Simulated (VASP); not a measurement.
Energy against volume of As (a7). All values below come from PBE GGA with D4 dispersion, VASP's PBE PAW potentials (set 64) (plane waves; VASP). Numerical set-up: 520 eV cut-off, 12×12×12 Γ-centred mesh, first-order Methfessel-Paxton smearing of 0.10 eV, potentials As.

Shape and ions are relaxed at each volume.

| V (Å³/atom) | E (eV/atom) |
|---|---|
| 20.293 | -5.11707 |
| 20.921 | -5.12032 |
| 21.549 | -5.11729 |
| 22.176 | -5.10961 |

**Question.** Fit these four points and predict the energy of the run at 19.666 Å³/atom.

**Answer.** A cubic in V^(−2/3), the third-order Birch-Murnaghan form, passes through the four points with V0 = 20.90 Å³/atom and B0 = 54 GPa, and gives -5.1055 eV/atom there. The run gave -5.1062 eV/atom, -0.6 meV/atom from the fit; all five points give B0 = 52 GPa.

The compound is As in the a7 structure. It was relaxed first.
